Why can a change of functional move one gap of MoS₂ and hardly touch another, when every atom stays in its place? The table has two gaps for one fixed cell. The "gap on mesh" runs from the highest filled to the lowest empty level anywhere on the k mesh. The "direct gap on mesh" joins two levels at the same k point. The first is much the smaller, so this is an indirect semiconductor in every row.

VASP 6.6.1, Kohn–Sham DFT with PAW potentials (Mo_sv, S) for bulk MoS₂ (P6₃/mmc, 6 atoms) at one fixed geometry, without spin polarisation, spin–orbit coupling or an added dispersion correction. The plane-wave cutoff is 520 eV, the k mesh 8×8×2 and the Fermi–Dirac smearing width 0.05 eV. Both gaps use only levels at points of the mesh.

| functional | potentials | gap on mesh (eV) | direct gap on mesh (eV) |
| --- | --- | --- | --- |
| LDA | VASP PAW LDA potentials, recommended | 0.616 | 1.844 |
| PBE | VASP PAW PBE potentials, recommended | 0.690 | 1.872 |
| PBEsol | VASP PAW PBE potentials, recommended | 0.646 | 1.865 |
| SCAN | VASP PAW PBE potentials, recommended | 0.793 | 2.030 |
| optB86b-vdW | VASP PAW PBE potentials, recommended | 0.669 | 1.869 |
| optB88-vdW | VASP PAW PBE potentials, recommended | 0.679 | 1.871 |
| rev-vdW-DF2 | VASP PAW PBE potentials, recommended | 0.658 | 1.869 |
| vdW-DF | VASP PAW PBE potentials, recommended | 0.726 | 1.881 |
| vdW-DF2 | VASP PAW PBE potentials, recommended | 0.702 | 1.878 |

**Two groups of functionals**

PBE, PBEsol and the five functionals with "vdW" in their names all treat exchange through the density and its gradient. Among these seven, the indirect gap spreads over 0.080 eV and the direct gap over only 0.016 eV. SCAN lies above all of them in both columns, and there the pattern is reversed. Relative to PBE it adds 0.103 eV to the indirect gap but 0.158 eV to the direct one. The two patterns call for two explanations.

**Why one gap responds and the other does not**

Replacing one gradient functional by another changes the potential $v(\mathbf r)$ that all electrons feel by some amount $\delta v(\mathbf r)$. To first order, each level shifts by the average of this change over its own density. The gap between a valence state $\psi_v$ and a conduction state $\psi_c$ therefore changes by

$$\delta E_{\rm gap}=\int \delta v(\mathbf r)\,\left(|\psi_c|^2-|\psi_v|^2\right)\,d^3r .$$

Two limiting cases show what follows. If both states occupy the same region in the same way, the bracket vanishes and the gap stays put, however strongly the potential changes. If they occupy different regions, each samples its own part of $\delta v$, and the gap takes up the whole difference.

The known band structure of MoS₂ suggests where the two gaps belong. The true direct gap lies at the corner of the Brillouin zone, and both of its states are mainly molybdenum d states, held inside the layer. If the direct gap on this mesh lies close to that corner, it is near the first limit. The indirect gap is nearer the second limit. Its valence state, at the centre of the Brillouin zone, also has sulfur p$_z$ character and reaches towards the next layer. Its conduction state is mainly molybdenum d with some sulfur character, and is expected to reach out less. The small spread of the direct gap fits this picture, although the assignment of the states rests on established knowledge of the material and not on the table.

**Where the functionals differ**

The gradient enters exchange through an enhancement factor $F(s)$, which multiplies the exchange energy of a uniform electron gas. Here $s=|\nabla n|/(2k_{\rm F}n)$ measures how steeply the density $n$ varies, with $k_{\rm F}=(3\pi^2n)^{1/3}$. In the limit of a uniform density, $s=0$ and $F=1$ for all seven functionals. They part company as $s$ grows, and $s$ is expected to be fairly large on the outer side of the sulfur atoms, where the density falls off towards the space between the layers. There the valence state of the indirect gap is expected to have more weight than its conduction state or the states at the zone corner.

A simple model takes $F-1$ at $s=2$ as a measure of gradient strength and assumes that the gap changes in proportion to it. A straight line was fitted to the five vdW functionals for each gap; the output after this text gives the details. The slope for the indirect gap is about five times that for the direct gap. A stronger enhancement goes with a larger gap, a direction that is read from the results, since the integral alone does not fix its sign.

PBEsol, which was not part of the fit, serves as a worked case. Its enhancement at $s=2$ is 0.306, so the line gives

$$0.544+0.350\times0.306=0.651\ \text{eV}.$$

The calculated indirect gap is 0.646 eV, lower by about 5 meV, which is small beside the spread of 80 meV. PBE, also outside the fit, is met more closely still. Neither of these two contains the nonlocal correlation that defines the vdW functionals, yet both fall in line with them. In this fixed cell, then, a measure of exchange alone can put the gaps in order, though that does not prove that correlation plays no part.

**Why vdW-DF2 falls below vdW-DF**

This pair looks irregular, because vdW-DF2 has the stronger enhancement at $s=1$. From there its curve climbs more slowly than that of vdW-DF, which has overtaken it by $s=2$, with 0.515 against 0.461. The indirect gaps follow the second order. The two functionals also differ in their nonlocal correlation, which this comparison leaves out, so exchange need not account for the whole difference. When two such curves cross, neither functional has the stronger gradient correction at every $s$.

The value $s=2$ was chosen with the gaps in view, and it puts all seven indirect gaps in the right order. At $s=1$ the order is nearly right, and at $s=3$ it is clearly worse. The model thus ranks the functionals, but it does not show which regions of the crystal cause the shifts.

**LDA: the limit without a gradient**

LDA has $F=1$ everywhere, so the line should pass through it at zero enhancement. For the direct gap it does, within about 1 meV. For the indirect gap the line gives 0.544 eV, while the calculation gives 0.616 eV. The line for the indirect gap therefore cannot be carried down to LDA. One number at one $s$ leaves out the rest of the curve $F(s)$, and the LDA row also differs in its correlation and in its set of atomic potentials. The table cannot tell how much each of these adds to the miss. The contrast between the two gaps is weaker here too: from LDA to PBEsol the indirect gap rises by 0.030 eV and the direct gap by 0.021 eV.

**SCAN: a different kind of potential**

SCAN also depends on the kinetic-energy density, which is built from the gradients of the orbitals. A level then shifts not only with where its electron is, but also with how rapidly its orbital varies there. Two states with the same density can therefore move apart, and the cancellation that protects the direct gap need no longer hold. Such orbital-dependent potentials often widen gaps. The large rise of the direct gap agrees with this. A stronger gradient correction in the other rows also raises both gaps, but there the indirect gap moves more, while with SCAN the direct gap does.

**Using the numbers**

For another gradient functional in this same cell, the enhancement at $s=2$ gives a first guess. Between PBEsol and vdW-DF, an increase of 0.1 raises the indirect gap by roughly 0.035 eV and the direct gap by less than 0.01 eV. The rule holds only for fixed atoms. Each functional prefers its own layer spacing, and the indirect gap is sensitive to that spacing, so relaxing the cell could change the order.

The absolute gaps need more caution than their differences. The layers here are roughly 5% closer along the stacking axis than in the real crystal, which lowers the indirect gap. The mesh omits the corner of the Brillouin zone, where the true direct gap lies, so the direct values are too high for each functional in this cell. It may also miss the lowest conduction level, which would make the indirect values too high as well. Apart from the mesh, functionals of these kinds tend to give gaps smaller than the measured ones. Spin–orbit coupling, left out here, acts on the valence band at that corner and would shift the direct gap as well.

The analysis program printed:

```
Exchange enhancement F-1 (not defined for SCAN):
          row  at s 1  at s 2  at s 3
          LDA       0       0       0
          PBE  0.1724  0.4197  0.5714
       PBEsol  0.1071   0.306  0.4665
         SCAN       0       0       0
  optB86b-vdW  0.1124  0.3581   0.611
   optB88-vdW  0.1462  0.3891  0.6356
  rev-vdW-DF2  0.1086  0.3238  0.5234
       vdW-DF  0.1866  0.5149  0.7637
      vdW-DF2  0.2224  0.4614  0.6312
fit of gap_on_mesh on 5 rows (vdw == 1): constant 0.5436 +/- 0.0062, coefficient of X2 0.3496 +/- 0.015; rms 0.00179, worst vdW-DF2 0.00296, leave-one-out rms 0.00378
  rows outside the fit (model, value, miss): LDA 0.5436, 0.616, -0.0724; PBE 0.6904, 0.69, 0.000378; PBEsol 0.6506, 0.646, 0.00463; SCAN 0.5436, 0.793, -0.249
fit of direct_gap_on_mesh on 5 rows (vdw == 1): constant 1.845 +/- 0.0034, coefficient of X2 0.06991 +/- 0.0082; rms 0.000992, worst rev-vdW-DF2 -0.00139, leave-one-out rms 0.00164
  rows outside the fit (model, value, miss): LDA 1.845, 1.844, 0.000977; PBE 1.874, 1.872, 0.00232; PBEsol 1.866, 1.865, 0.00137; SCAN 1.845, 2.03, -0.185
Slope of indirect gap over slope of direct gap: 5.002
Rank correlation of gap with index at s 1, seven GGA-type rows: 0.9643
Rank correlation of gap with index at s 2, seven GGA-type rows: 1
Rank correlation of gap with index at s 3, seven GGA-type rows: 0.8214
Spread of indirect gap over seven GGA-type rows, eV: 0.08
Spread of direct gap over seven GGA-type rows, eV: 0.016
SCAN less PBE, indirect gap, eV: 0.103
SCAN less PBE, direct gap, eV: 0.158
PBE less LDA, indirect gap, eV: 0.074
PBE less LDA, direct gap, eV: 0.028
vdW-DF less vdW-DF2, indirect gap, eV: 0.024
```
